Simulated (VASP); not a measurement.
# CaI (P-6m2) in VASP: a series of runs

One crystal, CaI, is run at these levels: PBE; tasks: single point.

All numbers are computed with VASP 6.6.1; they aren't measurements. Logs are shortened: lines on timing, memory, paths and dates and some standing lists are left out, and cuts for length are marked.

## (1) The crystal as given

Symmetry: P-6m2, No. 187, hexagonal system. The conventional cell has a = 4.147 Å, b = 4.147 Å, c = 4.576 Å, α = 90.00°, β = 90.00°, γ = 120.00°. Ca (site symmetry -6m2) has 6 I at 3.31 Å as nearest neighbours. Around I (site symmetry -6m2) lie 6 Ca at 3.31 Å.

The cell comes from a database or a generator and needn't be the stable form of this composition.

## (2) Single point, PBE

File INCAR:

```
SYSTEM = CaI
PREC = Accurate ; ENCUT = 520
EDIFF = 1E-6 ; ISMEAR = 0
SIGMA = 0.15 ; LREAL = .False.
LASPH = .True. ; NELM = 100
ALGO = Fast ; ISIF = 2
LWAVE = .False. ; LCHARG = .True.
GGA = PE ; LELF = .True.
LVHAR = .True. ; NBANDS = 16
```

File KPOINTS:

```
regular mesh
0
Gamma
  15 15 10
  0 0 0
```

File POSCAR:

```
CaI
1.0
    4.1468204634      0.0000000000      0.0000000000
   -2.0734102317      3.5912518662      0.0000000000
    0.0000000000      0.0000000000      4.5762290000
Ca I
1 1
Direct
    0.0000000000      0.0000000000      0.5000000000
    0.6666666667      0.3333333333      0.0000000000
```

Potentials or basis: VASP PAW PBE potentials, release 64 (Ca_sv, I).

Launch:

```bash
cat potpaw_PBE.64/Ca_sv/POTCAR potpaw_PBE.64/I/POTCAR > POTCAR
mpirun -np 1 vasp_std > vasp.out
```

OUTCAR:

```text
SYSTEM = CaI
   PREC = Accurate
   ENCUT = 520
   EDIFF = 1E-6
   ISMEAR = 0
   LREAL = .False.
   LASPH = .True.
   NELM = 100
   ISIF = 2
   GGA = PE

 ion  position               nearest neighbor table
   1  0.000  0.000  0.500-   2 3.31   2 3.31   2 3.31   2 3.31   2 3.31   2 3.31
   2  0.667  0.333  0.000-   1 3.31   1 3.31   1 3.31   1 3.31   1 3.31   1 3.31

  LATTYP: Found a hexagonal cell.
 ALAT       =     4.1468204634
 C/A-ratio  =     1.1035512727

  Lattice vectors:

 A1 = (   4.1468204634,   0.0000000000,   0.0000000000)
 A2 = (  -2.0734102317,   3.5912518662,   0.0000000000)
 A3 = (   0.0000000000,   0.0000000000,   4.5762290000)

Analysis of symmetry for initial positions (statically):
=====================================================================
 Subroutine PRICEL returns:
 Original cell was already a primitive cell.

 Routine SETGRP: Setting up the symmetry group for a
 hexagonal supercell.

 Subroutine GETGRP returns: Found 12 space group operations
 (whereof 12 operations were pure point group operations)
 out of a pool of 24 trial point group operations.

The static configuration has the point symmetry D_3h.

Analysis of symmetry for dynamics (positions and initial velocities):
=====================================================================
 Subroutine PRICEL returns:
 Original cell was already a primitive cell.

 Routine SETGRP: Setting up the symmetry group for a
 hexagonal supercell.

 Subroutine GETGRP returns: Found 12 space group operations
 (whereof 12 operations were pure point group operations)
 out of a pool of 24 trial point group operations.

The dynamic configuration has the point symmetry D_3h.

 Subroutine INISYM returns: Found 12 space group operations
 (whereof 12 operations are pure point group operations),
 and found     1 'primitive' translations

----------------------------------------------------------------------------------------

                                     Primitive cell

  volume of cell :      68.1505

  direct lattice vectors                    reciprocal lattice vectors
     4.146820463  0.000000000  0.000000000     0.241148612  0.139227216  0.000000000
    -2.073410232  3.591251866  0.000000000     0.000000000  0.278454432  0.000000000
     0.000000000  0.000000000  4.576229000     0.000000000  0.000000000  0.218520533

  length of vectors
     4.146820463  4.146820463  4.576229000     0.278454432  0.278454432  0.218520533

  position of ions in fractional coordinates (direct lattice)
     0.000000000  0.000000000  0.500000000
     0.666666667  0.333333333  0.000000000

  ion indices of the primitive-cell ions
   primitive index   ion index
                 1           1
                 2           2

----------------------------------------------------------------------------------------

 KPOINTS: regular mesh

Automatic generation of k-mesh.
 Grid dimensions read from file:
 generate k-points for:   15   15   10

 Generating k-lattice:

  Cartesian coordinates                     Fractional coordinates (reciprocal lattice)
     0.016076574  0.009281814  0.000000000     0.066666667  0.000000000  0.000000000
     0.000000000  0.018563629  0.000000000     0.000000000  0.066666667  0.000000000
     0.000000000  0.000000000  0.021852053     0.000000000  0.000000000  0.100000000

  Length of vectors
     0.018563629  0.018563629  0.021852053

  Shift w.r.t. Gamma in fractional coordinates (k-lattice)
     0.000000000  0.000000000  0.000000000

 Subroutine IBZKPT returns following result:
 ===========================================

 Found    162 irreducible k-points:

 Following reciprocal coordinates:
            Coordinates               Weight
  0.000000  0.000000  0.000000      1.000000
  0.066667  0.000000  0.000000      6.000000
  0.133333  0.000000  0.000000      6.000000
  0.200000  0.000000  0.000000      6.000000
  0.266667  0.000000  0.000000      6.000000
  0.333333  0.000000  0.000000      6.000000
[... 16 lines left out ...]
  0.333333  0.200000  0.000000     12.000000
  0.400000  0.200000  0.000000      6.000000
 [... further k-points ...]
   k-points           NKPTS =    162   k-points in BZ     NKDIM =    162   number of bands    NBANDS=     16
   number of dos      NEDOS =    301   number of ions     NIONS =      2
   total plane-waves  NPLWV =  36864
   dimension x,y,z NGX =    32 NGY =   32 NGZ =   36
   dimension x,y,z NGXF=    64 NGYF=   64 NGZF=   72
   ions per type =               1   1
   NGX,Y,Z   is equivalent  to a cutoff of  12.83, 12.83, 13.08 a.u.
   NGXF,Y,Z  is equivalent  to a cutoff of  25.66, 25.66, 26.16 a.u.
 SYSTEM =  CaI
   PREC   = accura    normal or accurate (medium, high low for compatibility)
   ISTART =      0    job   : 0-new  1-cont  2-samecut
   ICHARG =      2    charge: 1-file 2-atom 10-const
   ISPIN  =      1    spin polarized calculation?
   LNONCOLLINEAR =      F non collinear calculations
   LSORBIT =      F    spin-orbit coupling
   LASPH  =      T    aspherical Exc in radial PAW
   ENCUT  =  520.0 eV  38.22 Ry    6.18 a.u.   7.71  7.71  8.51*2*pi/ulx,y,z
   NELM   =    100;   NELMIN=  2; NELMDL= -5     # of ELM steps
   EDIFF  = 0.1E-05   stopping-criterion for ELM
   LREAL  =      F    real-space projection
   EDIFFG = 0.1E-04   stopping-criterion for IOM
   NSW    =      0    number of steps for IOM
   IBRION =     -1    ionic relax: 0-MD 1-quasi-New 2-CG
   NFREE  =      0    steps in history (QN), initial steepest desc. (CG)
   ISIF   =      2    stress and relaxation
   ISYM   =      2    0-nonsym 1-usesym 2-fastsym
   POTIM  = 0.5000    time-step for ionic-motion
   TEBEG  =    0.0;   TEEND  =   0.0 temperature during run
   PSTRESS=    0.0 pullay stress
   NELECT =      17.0000    total number of electrons
   NUPDOWN=      -1.0000    fix difference up-down
   EMIN   =  10.00;   EMAX   =-10.00  energy-range for DOS
   EFERMI =   0.00;   METHOD = LEGACY
   ISMEAR =     0;   SIGMA  =   0.15  broadening in eV -4-tet -1-fermi 0-gaus
   EFERMI_NEDOS =   21; number of points for ismear=-14 and -15
   IALGO  =     68    algorithm
   IMIX   =      4    mixing-type and parameters
     AMIX     =   0.40;   BMIX     =  1.00
     AMIX_MAG =   1.60;   BMIX_MAG =  1.00
  volume/ion in A,a.u.               =      34.08       229.95
  Fermi-wavevector in a.u.,A,eV,Ry     =   1.030548  1.947453 14.449782  1.062029
  Thomas-Fermi vector in A             =   2.164652
   LORBIT       =      0    0 simple, 1 ext, 2 COOP (PROOUT), +10 PAW based schemes
   GGA     = PE    functional components
   LHFCALC =     F    Hartree Fock is set to
   AEXX    =    0.0000 exact exchange contribution
   IVDW    =     0    specifies the selected vdW correction
   LEPSILON=     F    determine dielectric tensor
   LRPA    =     F    only Hartree local field effects (RPA)
 non-spin polarized calculation
 RMM-DIIS sequential band-by-band and
 Gauss-broadening in eV      SIGMA  =   0.15
  energy-cutoff  :      520.00
  volume of cell :       68.15
 maximum number of plane-waves:      1871
 NGX is ok and might be reduce to    32
   NGX = 15   NGY = 15   NGZ = 17

 number of electron      17.0000000 magnetization

 Free energy of the ion-electron system (eV)
  ---------------------------------------------------
  ext. energy  EPLUGINS =         0.00000000
  ---------------------------------------------------
  free energy    TOTEN  =        -5.40885690 eV

  energy without entropy =       -5.37774493  energy(sigma->0) =       -5.39330092

 E-fermi :   5.5948     XC(G=0):  -8.6944

 val. band max:        5.5917047839   @ k =   0.2000   0.1333   0.5000
 cond. band min:       5.6020884427   @ k =   0.4667   0.0667   0.2000
 fundamental gap:      0.0103836588
 Fermi energy:         5.5948017248

 k-point     1 :       0.0000    0.0000    0.0000
  band No.  band energies     occupation
      1     -36.8354      2.00000
      2     -17.9007      2.00000
      3     -17.8044      2.00000
      4     -17.8044      2.00000
      5      -9.5380      2.00000
      6       0.7846      2.00000
[... 8 lines left out ...]
     15      10.5634      0.00000
     16      10.9654      0.00000

 k-point     2 :       0.0667    0.0000    0.0000
  band No.  band energies     occupation
      1     -36.8352      2.00000
      2     -17.9002      2.00000
      3     -17.8075      2.00000
      4     -17.8051      2.00000
      5      -9.5186      2.00000
      6       0.7906      2.00000
[... 8 lines left out ...]
     15      10.3992      0.00000
     16      11.0796      0.00000

 k-point     3 :       0.1333    0.0000    0.0000
  band No.  band energies     occupation
      1     -36.8347      2.00000
      2     -17.8988      2.00000
      3     -17.8161      2.00000
      4     -17.8070      2.00000
      5      -9.4627      2.00000
      6       0.8079      2.00000
[... 8 lines left out ...]
     15      10.2580      0.00000
     16      11.4968      0.00000

 k-point     4 :       0.2000    0.0000    0.0000
  band No.  band energies     occupation
      1     -36.8339      2.00000
      2     -17.8968      2.00000
      3     -17.8288      2.00000
      4     -17.8099      2.00000
      5      -9.3781      2.00000
      6       0.7208      2.00000
[... 8 lines left out ...]
     15      10.2871      0.00000
     16      11.6480      0.00000

 k-point     5 :       0.2667    0.0000    0.0000
  band No.  band energies     occupation
      1     -36.8330      2.00000
      2     -17.8944      2.00000
      3     -17.8432      2.00000
      4     -17.8131      2.00000
      5      -9.2770      2.00000
      6       0.1815      2.00000
[... 8 lines left out ...]
     15      10.4389      0.00000
     16      11.2328      0.00000

 k-point     6 :       0.3333    0.0000    0.0000
  band No.  band energies     occupation
      1     -36.8321      2.00000
      2     -17.8922      2.00000
      3     -17.8569      2.00000
      4     -17.8162      2.00000
      5      -9.1761      2.00000
      6      -0.2736      2.00000
[... 8 lines left out ...]
     15      10.3579      0.00000
     16      11.0559      0.00000

 k-point     7 :       0.4000    0.0000    0.0000
  band No.  band energies     occupation
      1     -36.8315      2.00000
      2     -17.8904      2.00000
      3     -17.8676      2.00000
      4     -17.8187      2.00000
      5      -9.0939      2.00000
      6      -0.6017      2.00000
[... 8 lines left out ...]
     15       9.9059      0.00000
     16      11.0200      0.00000

 k-point     8 :       0.4667    0.0000    0.0000
  band No.  band energies     occupation
      1     -36.8311      2.00000
      2     -17.8895      2.00000
      3     -17.8734      2.00000
      4     -17.8200      2.00000
      5      -9.0476      2.00000
      6      -0.7736      2.00000
[... 8 lines left out ...]
     15       9.4364      0.00000
     16      11.0343      0.00000

 k-point     9 :       0.0667    0.0667    0.0000
  band No.  band energies     occupation
      1     -36.8349      2.00000
      2     -17.8993      2.00000
      3     -17.8132      2.00000
      4     -17.8065      2.00000
      5      -9.4809      2.00000
      6       0.8022      2.00000
[... 8 lines left out ...]
     15      10.2797      0.00000
     16      11.2980      0.00000
[... 172 lines left out ...]
 k-point    19 :       0.3333    0.1333    0.0000
  band No.  band energies     occupation
      1     -36.8313      2.00000
      2     -17.8899      2.00000
      3     -17.8652      2.00000
      4     -17.8252      2.00000
      5      -9.0694      2.00000
      6      -0.5201      2.00000
[... 8 lines left out ...]
     15      10.1060      0.00000
     16      10.8614      0.00000

 k-point    20 :       0.4000    0.1333    0.0000
  band No.  band energies     occupation
      1     -36.8309      2.00000
      2     -17.8890      2.00000
      3     -17.8698      2.00000
      4     -17.8271      2.00000
      5      -9.0270      2.00000
      6      -0.6619      2.00000
[... 8 lines left out ...]
     15       9.7195      0.00000
     16      10.8606      0.00000

 k-point    21 :       0.2000    0.2000    0.0000
  band No.  band energies     occupation
      1     -36.8319      2.00000
      2     -17.8916      2.00000
      3     -17.8540      2.00000
      4     -17.8232      2.00000
      5      -9.1523      2.00000
      6      -0.1590      2.00000
[... 8 lines left out ...]
     15      10.5327      0.00000
     16      10.8786      0.00000

 k-point    22 :       0.2667    0.2000    0.0000
  band No.  band energies     occupation
      1     -36.8313      2.00000
      2     -17.8900      2.00000
      3     -17.8606      2.00000
      4     -17.8291      2.00000
      5      -9.0751      2.00000
      6      -0.3661      2.00000
[... 8 lines left out ...]
     15      10.4736      0.00000
     16      10.7481      0.00000

 k-point    23 :       0.3333    0.2000    0.0000
  band No.  band energies     occupation
      1     -36.8309      2.00000
      2     -17.8889      2.00000
      3     -17.8647      2.00000
      4     -17.8333      2.00000
      5      -9.0213      2.00000
      6      -0.4969      2.00000
[... 8 lines left out ...]
     15      10.2055      0.00000
     16      10.6857      0.00000

 k-point    24 :       0.4000    0.2000    0.0000
  band No.  band energies     occupation
      1     -36.8307      2.00000
      2     -17.8885      2.00000
      3     -17.8661      2.00000
      4     -17.8349      2.00000
      5      -9.0019      2.00000
      6      -0.5418      2.00000
[... 8 lines left out ...]
     15       9.9860      0.00000
     16      10.6695      0.00000

 [... further k-points ...]

------------------------ aborting loop because EDIFF is reached ----------------------------------------

  FORCE on cell =-STRESS in cart. coord.  units (eV):
  Direction    XX          YY          ZZ          XY          YZ          ZX
  --------------------------------------------------------------------------------------
  -------------------------------------------------------------------------------------
  Total       -0.0696728     -0.0696728      0.0495375      0.0000000      0.0000000     -0.0000000
  in kB       -1.6379659     -1.6379659      1.1645977      0.0000000      0.0000000     -0.0000000
  external PRESSURE =      -0.7037780 kB  Pullay stress =       0.0000000 kB

 VOLUME and BASIS-vectors are now :
 -----------------------------------------------------------------------------
  energy-cutoff  :      520.00
  volume of cell :       68.15
      direct lattice vectors                 reciprocal lattice vectors
     4.146820463  0.000000000  0.000000000     0.241148612  0.139227216  0.000000000
    -2.073410232  3.591251866  0.000000000     0.000000000  0.278454432  0.000000000
     0.000000000  0.000000000  4.576229000     0.000000000  0.000000000  0.218520533

 POSITION                                       TOTAL-FORCE (eV/Angst)
 -----------------------------------------------------------------------------------
      0.00000      0.00000      2.28811         0.000000      0.000000      0.000000
      2.07341      1.19708      0.00000        -0.000000     -0.000000      0.000000
 -----------------------------------------------------------------------------------
    total drift:                               -0.000000      0.000000      0.000000

  FREE ENERGIE OF THE ION-ELECTRON SYSTEM (eV)
  ---------------------------------------------------
  free  energy   TOTEN  =        -5.4088569008 eV

  energy  without entropy=       -5.3777449318  energy(sigma->0) =       -5.39330092
```

Wall time 69 s (1 thread of Intel Xeon Platinum 8559C (Emerald Rapids), shared host); peak memory 0.32 GiB.

What came out:

| Item | Value |
| --- | --- |
| Free energy | -5.4089 eV |
| Pressure | -0.1 GPa |
| Band gap on the k mesh | none (metal or under the smearing width) |

Levels at points of the mesh, in eV from the Fermi level:
```
           k point  band 6  band 7  band 8  band 9  band 10  band 11  band 12  band 13
(0.00, 0.00, 0.00)   -4.81   -3.65   -3.65   -1.46     0.63     2.24     2.24     2.45
(0.00, 0.00, 0.50)   -6.58   -3.54   -3.54    1.41     1.49     1.49     2.21     2.21
```

Caveat: an odd number of electrons without spin polarisation forces a metal; a magnetic or distorted state may lie lower. The run has no spin-orbit coupling, so splittings on I are missing.

## (3) Single point, PBE

File INCAR:

```
SYSTEM = CaI
PREC = Accurate
ENCUT = 520
EDIFF = 1E-6
ISMEAR = 0
SIGMA = 0.15
LREAL = .False.
LASPH = .True.
NELM = 100
ALGO = Fast
ISIF = 2
LWAVE = .False.
LCHARG = .False.
GGA = PE
NBANDS = 16
```

File KPOINTS:

```
regular mesh
0
Gamma
  15 15 12
  0 0 0
```

POSCAR is that of step 2.

Potentials or basis: VASP PAW PBE potentials, release 64 (Ca_sv, I).

Launch:

```bash
cat potpaw_PBE.64/Ca_sv/POTCAR potpaw_PBE.64/I/POTCAR > POTCAR
mpirun -np 1 vasp_std > vasp.out
```

It took 77 s on 1 thread of Intel Xeon Platinum 8559C (Emerald Rapids), shared host; peak memory 0.35 GiB.

It converged, with:

```yaml
Free_energy: -5.4088 eV
Pressure: -0.1 GPa
Band_gap_on_the_k_mesh: none (metal or under the smearing width)
```

Levels at points of the mesh, in eV from the Fermi level:
```
           k point  band 7  band 8  band 9  band 10  band 11  band 12
(0.00, 0.00, 0.00)   -3.66   -3.66   -1.46     0.62     2.23     2.23
(0.00, 0.00, 0.50)   -3.55   -3.55    1.40     1.48     1.48     2.20
```

Caveat: an odd number of electrons without spin polarisation forces a metal; a magnetic or distorted state may lie lower. The run has no spin-orbit coupling, so splittings on I are missing.
